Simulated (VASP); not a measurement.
Here is the system:

```
CELL_PARAMETERS angstrom
      0.00000     2.64442     2.64442
      2.64442     0.00000     2.64442
      2.64442     2.64442     0.00000
ATOMIC_POSITIONS crystal
  Si 0.25000 0.25000 0.25000
  Si 0.75000 0.75000 0.75000
  Ni 0.00000 0.00000 0.00000
```

All values below come from TPSS meta-GGA, VASP's PBE PAW potentials (set 64) (plane waves; VASP). Run with 520 eV cut-off, 10×10×10 Γ-centred mesh, first-order Methfessel-Paxton smearing of 0.10 eV, potentials Si Ni.

### Question
Give the stress tensor in GPa (positive for a compressed cell).

### Answer

```
10.92   0.00   0.00
 0.00  10.92   0.00
 0.00   0.00  10.92
```
The pressure is its mean diagonal, 10.92 GPa.

The compound is NiSi2 in the fluorite structure. This cell is one point of a volume scan, at 0.94 of the reference volume. The run is not spin-polarised, so no magnetic state was tried.
